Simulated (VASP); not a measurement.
Runs of VASP 6.6.1 on SrO. The structure is cubic, space group Fm-3m (No. 225). Conventional cell: a = 5.160 Å, b = 5.160 Å, c = 5.160 Å, α = 90.00°, β = 90.00°, γ = 90.00°. Around Sr (site symmetry m-3m) lie 6 O at 2.58 Å. Around O (site symmetry m-3m) lie 6 Sr at 2.58 Å. The cell was built by a generator and isn't the measured one.

```csv
task,level,potentials or basis,k mesh,k mesh for the DOS,occupations for the DOS,grid for exact exchange (PRECFOCK),screening parameter,exchange at q = 0,gap on the mesh (eV),pressure (GPa)
single point,HSE06,"VASP PAW PBE potentials, release 64 (Sr_sv, O)",8 × 8 × 8,-,-,Normal,0.2 1/A,-,(a),0.2
single point,PBE0,"VASP PAW PBE potentials, release 64 (Sr_sv, O)",8 × 8 × 8,-,-,Normal,-,truncated,5.48,0.1
single point,TB-mBJ,"VASP PAW PBE potentials, release 64 (Sr_sv, O)",8 × 8 × 8,-,-,-,-,-,4.91,-
single point,r2SCAN,"VASP PAW PBE potentials, release 64 (Sr_sv, O)",8 × 8 × 8,-,-,-,-,-,(b),0.5
single point,LDA,"VASP PAW LDA potentials, release 64 (Sr_sv, O)",12 × 12 × 12,-,-,-,-,-,3.11,-4.5
```

Alike in all rows: no spin polarisation; cell as given; cutoff (eV) 520; smearing fermi-dirac 0.05 eV.

Problem. Estimate the missing entries.

Solution. (a) 4.77; (b) 3.75.

Caveats: the PAW data sets were made with another functional, which shifts forces and pressure a little (some runs).

A k mesh can miss the band edges, and the runs leave out spin-orbit coupling on Sr.
